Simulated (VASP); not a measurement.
# HfTi2S5 (P4/mmm) in VASP: relaxation of cell and atoms with PBE

Aim: the relaxation of cell and atoms of HfTi2S5 with PBE.

Program: VASP 6.6.1. These are calculated values, not measurements. Logs are shortened: lines on timing, memory, paths and dates and some standing lists are left out, and cuts for length are marked.

**1. The crystal as given**

It takes space group P4/mmm (No. 123, tetragonal). The conventional cell has a = 4.153 Å, b = 4.153 Å, c = 9.068 Å, α = 90.00°, β = 90.00°, γ = 90.00°. Around Hf (site symmetry 4/mmm) lie 4 Ti at 2.94 Å and 8 S at 3.00 Å. Ti (site symmetry 4/mmm) has 12 S at 2.94 to 3.15 Å as nearest neighbours. Ti (site symmetry 4/mmm) has 4 Hf at 2.94 Å and 8 S at 3.00 Å as nearest neighbours. Around S (site symmetry 2mm) lie 6 S at 2.94 to 3.15 Å and 2 Hf at 3.00 Å and 4 Ti at 3.00 to 3.15 Å. S (site symmetry 4/mmm) is surrounded by 4 Ti at 2.94 Å and 8 S at 3.15 Å.

The cell was built by a generator and needn't be a form met in nature.

**2. Relaxation of cell and atoms, PBE**

File INCAR:

```
SYSTEM = HfTi2S5
PREC = Normal
ENCUT = 520
EDIFF = 1E-4
ISMEAR = 0
SIGMA = 0.15
LREAL = .FALSE.
LASPH = .TRUE.
NELM = 60
ALGO = Fast
ISIF = 3
LWAVE = .FALSE.
LCHARG = .FALSE.
GGA = PE
IBRION = 2
NSW = 24
EDIFFG = -0.08
```

File KPOINTS:

```
Automatic mesh
0
G
  4 4 2
  0 0 0
```

File POSCAR:

```
HfTi2S5
1.0
    4.1528629500      0.0000000000      0.0000000000
    0.0000000000      4.1528629500      0.0000000000
    0.0000000000      0.0000000000      9.0675688500
Hf Ti S
1 2 5
Direct
    0.0000000000      0.0000000000      0.5000000000
    0.0000000000      0.0000000000      0.0000000000
    0.5000000000      0.5000000000      0.5000000000
    0.0000000000      0.5000000000      0.2611329900
    0.5000000000      0.0000000000      0.7388670100
    0.5000000000      0.0000000000      0.2611329900
    0.0000000000      0.5000000000      0.7388670100
    0.5000000000      0.5000000000      0.0000000000
```

Potentials or basis: VASP PAW PBE potentials, release 64 (Hf_pv, Ti_sv, S).

Run with:

```
> cat potpaw_PBE.64/Hf_pv/POTCAR potpaw_PBE.64/Ti_sv/POTCAR potpaw_PBE.64/S/POTCAR > POTCAR
> mpirun -np 1 vasp_std > vasp.out
```

OUTCAR:

```text
SYSTEM = HfTi2S5
   PREC = Normal
   ENCUT = 520
   EDIFF = 1E-4
   ISMEAR = 0
   LREAL = .FALSE.
   LASPH = .TRUE.
   NELM = 60
   ISIF = 3
   GGA = PE
   IBRION = 2
   NSW = 24
   EDIFFG = -0.08

 ion  position               nearest neighbor table
   1  0.000  0.000  0.500-   3 2.94   3 2.94   3 2.94   3 2.94   7 3.00   4 3.00   4 3.00   7 3.00
                             5 3.00   5 3.00   6 3.00   6 3.00
   2  0.000  0.000  0.000-
   3  0.500  0.500  0.500-   1 2.94   1 2.94   1 2.94   1 2.94
   4  0.000  0.500  0.261-   1 3.00   1 3.00
   5  0.500  0.000  0.739-   1 3.00   1 3.00
   6  0.500  0.000  0.261-   1 3.00   1 3.00
   7  0.000  0.500  0.739-   1 3.00   1 3.00
   8  0.500  0.500  0.000-

  LATTYP: Found a simple tetragonal cell.
 ALAT       =     4.1528629500
 C/A-ratio  =     2.1834500582

  Lattice vectors:

 A1 = (   4.1528629500,   0.0000000000,   0.0000000000)
 A2 = (   0.0000000000,   4.1528629500,   0.0000000000)
 A3 = (   0.0000000000,   0.0000000000,   9.0675688500)

Analysis of symmetry for initial positions (statically):
=====================================================================
 Subroutine PRICEL returns:
 Original cell was already a primitive cell.

 Routine SETGRP: Setting up the symmetry group for a
 simple tetragonal supercell.

 Subroutine GETGRP returns: Found 16 space group operations
 (whereof 16 operations were pure point group operations)
 out of a pool of 16 trial point group operations.

The static configuration has the point symmetry D_4h.

Analysis of symmetry for dynamics (positions and initial velocities):
=====================================================================
 Subroutine PRICEL returns:
 Original cell was already a primitive cell.

 Routine SETGRP: Setting up the symmetry group for a
 simple tetragonal supercell.

 Subroutine GETGRP returns: Found 16 space group operations
 (whereof 16 operations were pure point group operations)
 out of a pool of 16 trial point group operations.

The dynamic configuration has the point symmetry D_4h.

 Subroutine INISYM returns: Found 16 space group operations
 (whereof 16 operations are pure point group operations),
 and found     1 'primitive' translations

----------------------------------------------------------------------------------------

                                     Primitive cell

  volume of cell :     156.3817

  direct lattice vectors                    reciprocal lattice vectors
     4.152862950  0.000000000  0.000000000     0.240797737  0.000000000  0.000000000
     0.000000000  4.152862950  0.000000000     0.000000000  0.240797737  0.000000000
     0.000000000  0.000000000  9.067568850     0.000000000  0.000000000  0.110283144

  length of vectors
     4.152862950  4.152862950  9.067568850     0.240797737  0.240797737  0.110283144

  position of ions in fractional coordinates (direct lattice)
     0.000000000  0.000000000  0.500000000
     0.000000000  0.000000000  0.000000000
     0.500000000  0.500000000  0.500000000
     0.000000000  0.500000000  0.261132990
     0.500000000  0.000000000  0.738867010
     0.500000000  0.000000000  0.261132990
     0.000000000  0.500000000  0.738867010
     0.500000000  0.500000000  0.000000000

  ion indices of the primitive-cell ions
   primitive index   ion index
                 1           1
                 2           2
                 3           3
                 4           4
                 5           5
                 6           6
                 7           7
                 8           8

----------------------------------------------------------------------------------------

 KPOINTS: Automatic mesh

Automatic generation of k-mesh.
 Grid dimensions read from file:
 generate k-points for:    4    4    2

 Generating k-lattice:

  Cartesian coordinates                     Fractional coordinates (reciprocal lattice)
     0.060199434  0.000000000  0.000000000     0.250000000  0.000000000  0.000000000
     0.000000000  0.060199434  0.000000000     0.000000000  0.250000000  0.000000000
     0.000000000  0.000000000  0.055141572     0.000000000  0.000000000  0.500000000

  Length of vectors
     0.060199434  0.060199434  0.055141572

  Shift w.r.t. Gamma in fractional coordinates (k-lattice)
     0.000000000  0.000000000  0.000000000

 Subroutine IBZKPT returns following result:
 ===========================================

 Found     12 irreducible k-points:

 Following reciprocal coordinates:
            Coordinates               Weight
  0.000000  0.000000  0.000000      1.000000
  0.250000  0.000000  0.000000      4.000000
  0.500000  0.000000  0.000000      2.000000
  0.250000  0.250000  0.000000      4.000000
  0.500000  0.250000  0.000000      4.000000
  0.500000  0.500000  0.000000      1.000000
  0.000000  0.000000  0.500000      1.000000
  0.250000  0.000000  0.500000      4.000000
  0.500000  0.000000  0.500000      2.000000
  0.250000  0.250000  0.500000      4.000000
  0.500000  0.250000  0.500000      4.000000
  0.500000  0.500000  0.500000      1.000000
   k-points           NKPTS =     12   k-points in BZ     NKDIM =     12   number of bands    NBANDS=     38
   number of dos      NEDOS =    301   number of ions     NIONS =      8
   total plane-waves  NPLWV =  31104
   dimension x,y,z NGX =    24 NGY =   24 NGZ =   54
   dimension x,y,z NGXF=    48 NGYF=   48 NGZF=  108
   ions per type =               1   2   5
   NGX,Y,Z   is equivalent  to a cutoff of   9.61,  9.61,  9.90 a.u.
   NGXF,Y,Z  is equivalent  to a cutoff of  19.22, 19.22, 19.80 a.u.
 SYSTEM =  HfTi2S5
   PREC   = normal    normal or accurate (medium, high low for compatibility)
   ISTART =      0    job   : 0-new  1-cont  2-samecut
   ICHARG =      2    charge: 1-file 2-atom 10-const
   ISPIN  =      1    spin polarized calculation?
   LNONCOLLINEAR =      F non collinear calculations
   LSORBIT =      F    spin-orbit coupling
   LASPH  =      T    aspherical Exc in radial PAW
   ENCUT  =  520.0 eV  38.22 Ry    6.18 a.u.   7.72  7.72 16.86*2*pi/ulx,y,z
   NELM   =     60;   NELMIN=  2; NELMDL= -5     # of ELM steps
   EDIFF  = 0.1E-03   stopping-criterion for ELM
   LREAL  =      F    real-space projection
   EDIFFG = -.8E-01   stopping-criterion for IOM
   NSW    =     24    number of steps for IOM
   IBRION =      2    ionic relax: 0-MD 1-quasi-New 2-CG
   NFREE  =      1    steps in history (QN), initial steepest desc. (CG)
   ISIF   =      3    stress and relaxation
   ISYM   =      2    0-nonsym 1-usesym 2-fastsym
   POTIM  = 0.5000    time-step for ionic-motion
   TEBEG  =    0.0;   TEEND  =   0.0 temperature during run
   PSTRESS=    0.0 pullay stress
   NELECT =      64.0000    total number of electrons
   NUPDOWN=      -1.0000    fix difference up-down
   EMIN   =  10.00;   EMAX   =-10.00  energy-range for DOS
   EFERMI =   0.00;   METHOD = LEGACY
   ISMEAR =     0;   SIGMA  =   0.15  broadening in eV -4-tet -1-fermi 0-gaus
   EFERMI_NEDOS =   21; number of points for ismear=-14 and -15
   IALGO  =     68    algorithm
   IMIX   =      4    mixing-type and parameters
     AMIX     =   0.40;   BMIX     =  1.00
     AMIX_MAG =   1.60;   BMIX_MAG =  1.00
  volume/ion in A,a.u.               =      19.55       131.91
  Fermi-wavevector in a.u.,A,eV,Ry     =   1.215457  2.296880 20.100361  1.477335
  Thomas-Fermi vector in A             =   2.350843
   LORBIT       =      0    0 simple, 1 ext, 2 COOP (PROOUT), +10 PAW based schemes
   GGA     = PE    functional components
   LHFCALC =     F    Hartree Fock is set to
   AEXX    =    0.0000 exact exchange contribution
   IVDW    =     0    specifies the selected vdW correction
   LEPSILON=     F    determine dielectric tensor
   LRPA    =     F    only Hartree local field effects (RPA)
 conjugate gradient relaxation of ions
 non-spin polarized calculation
 RMM-DIIS sequential band-by-band and
 Gauss-broadening in eV      SIGMA  =   0.15
  energy-cutoff  :      520.00
  volume of cell :      156.38
 maximum number of plane-waves:      4224
   NGX = 15   NGY = 15   NGZ = 33

--------------------------------------- Ionic step        1  -------------------------------------------

 number of electron      64.0000000 magnetization

 Free energy of the ion-electron system (eV)
  ---------------------------------------------------
  ext. energy  EPLUGINS =         0.00000000
  ---------------------------------------------------
  free energy    TOTEN  =       -46.18697472 eV

  energy without entropy =      -46.08328620  energy(sigma->0) =      -46.13513046

------------------------ aborting loop because EDIFF is reached ----------------------------------------

  FORCE on cell =-STRESS in cart. coord.  units (eV):
  Direction    XX          YY          ZZ          XY          YZ          ZX
  --------------------------------------------------------------------------------------
  -------------------------------------------------------------------------------------
  Total       -6.9183051     -6.9183051    -21.0605889      0.0000000      0.0000000     -0.0000000
  in kB      -70.8800855    -70.8800855   -215.7719731      0.0000000      0.0000000     -0.0000000
  external PRESSURE =    -119.1773813 kB  Pullay stress =       0.0000000 kB
[... 107 lines left out ...]
  FREE ENERGIE OF THE ION-ELECTRON SYSTEM (eV)
  ---------------------------------------------------
  free  energy   TOTEN  =       -49.0659936546 eV

  energy  without entropy=      -48.9785379109  energy(sigma->0) =      -49.02226578

[... ionic steps 4 to 11 ...]

--------------------------------------- Ionic step       12  -------------------------------------------

 number of electron      64.0000056 magnetization

------------------------ aborting loop because EDIFF is reached ----------------------------------------

  FORCE on cell =-STRESS in cart. coord.  units (eV):
  Direction    XX          YY          ZZ          XY          YZ          ZX
  --------------------------------------------------------------------------------------
  -------------------------------------------------------------------------------------
  Total        0.5896128      0.5896128      1.5854562      0.0000000      0.0000000     -0.0000000
  in kB        7.4947696      7.4947696     20.1532767      0.0000000      0.0000000     -0.0000000
  external PRESSURE =      11.7142720 kB  Pullay stress =       0.0000000 kB
[... 69 lines left out ...]
  energy  without entropy=      -51.8796466938  energy(sigma->0) =      -51.92010894

--------------------------------------- Ionic step       14  -------------------------------------------

 number of electron      64.0000061 magnetization

 Free energy of the ion-electron system (eV)
  ---------------------------------------------------
  ext. energy  EPLUGINS =         0.00000000
  ---------------------------------------------------
  free energy    TOTEN  =       -51.96177403 eV

  energy without entropy =      -51.88115688  energy(sigma->0) =      -51.92146546

 E-fermi :   8.3728     XC(G=0): -11.4514

 val. band max:        8.3599156272   @ k =   0.0000   0.0000   0.0000
 cond. band min:       8.3906352480   @ k =   0.2500   0.2500   0.5000
 fundamental gap:      0.0307196207
 Fermi energy:         8.3728424602

 k-point     1 :       0.0000    0.0000    0.0000
  band No.  band energies     occupation
      1     -49.7407      2.00000
      2     -48.8910      2.00000
      3     -26.0057      2.00000
      4     -26.0057      2.00000
      5     -25.8976      2.00000
      6     -25.3192      2.00000
[... 516 lines left out ...]
  FREE ENERGIE OF THE ION-ELECTRON SYSTEM (eV)
  ---------------------------------------------------
  free  energy   TOTEN  =       -51.9617740326 eV

  energy  without entropy=      -51.8811568795  energy(sigma->0) =      -51.92146546

 reached required accuracy - stopping structural energy minimisation
```

It took 13 min on 1 thread of AMD EPYC 7R13 (Zen 3), shared host; peak memory 0.2 GiB.

What came out:

```yaml
Free_energy: -51.9618 eV
Relaxed_volume: 16.00 Å³/atom
Relaxed_cell: a = 4.430 Å, b = 4.430 Å, c = 6.523 Å, α = 90.00°, β = 90.00°, γ = 90.00°
Space_group_after_relaxing_to_0.05_Å: P4/mmm (No. 123)
Energy_gained_by_relaxing: 721.8 meV/atom
Ionic_steps: 14
Pressure_after_relaxing: -0.6 GPa
Largest_force_after_relaxing: 0.027 eV/Å
Band_gap_on_the_k_mesh: none (metal or under the smearing width)
```

Forces on the atoms (eV/Å):
```
Hf   0.000  0.000  0.000
Ti   0.000  0.000  0.000
Ti   0.000  0.000  0.000
S    0.000  0.000  0.027
S    0.000  0.000 -0.027
S    0.000  0.000  0.027
S    0.000  0.000 -0.027
S    0.000  0.000  0.000
```

Stress tensor (GPa, compression positive):
```
-0.71  0.00  0.00
 0.00 -0.71  0.00
 0.00  0.00 -0.31
```

Step by step:
```csv
step,energy change (eV),largest force (eV/Å),pressure (GPa),volume (Å³)
1,0.0000,2.1222,-11.92,156.38
2,-2.7841,1.6815,5.10,125.37
3,-2.8790,1.3548,12.38,119.82
4,-4.4935,0.3710,17.89,116.95
5,-4.6030,1.1117,19.97,115.84
6,-5.5860,0.5610,-2.42,135.59
7,-5.6594,0.6247,-0.01,131.18
8,-5.6593,0.6325,0.32,130.87
9,-5.6976,0.3868,-0.08,130.66
10,-5.7192,0.0734,-0.63,130.37
11,-5.7467,0.0902,-0.36,129.30
12,-5.7689,0.1139,1.17,126.04
13,-5.7736,0.1091,0.71,127.02
14,-5.7748,0.0273,-0.58,128.01
```

Final structure:
```yaml
crystal:
  lattice:
    - [4.43003, 0.00000, 0.00000]
    - [0.00000, 4.43003, 0.00000]
    - [0.00000, 0.00000, 6.52293]
  atoms:
    - { symbol: Hf, position: [0.00000, 0.00000, 0.50000] }
    - { symbol: Ti, position: [0.00000, 0.00000, 0.00000] }
    - { symbol: Ti, position: [0.50000, 0.50000, 0.50000] }
    - { symbol: S, position: [0.00000, 0.50000, 0.27878] }
    - { symbol: S, position: [0.50000, 0.00000, 0.72122] }
    - { symbol: S, position: [0.50000, 0.00000, 0.27878] }
    - { symbol: S, position: [0.00000, 0.50000, 0.72122] }
    - { symbol: S, position: [0.50000, 0.50000, 0.00000] }
```

Caveat: the k mesh is coarse (spacing up to 0.38 Å⁻¹), so the values aren't converged; the volume moved by over 15 % at a fixed basis, so the end points are rough; the relaxation stopped at a loose force limit of 0.08 eV/Å, so its end isn't a converged minimum.
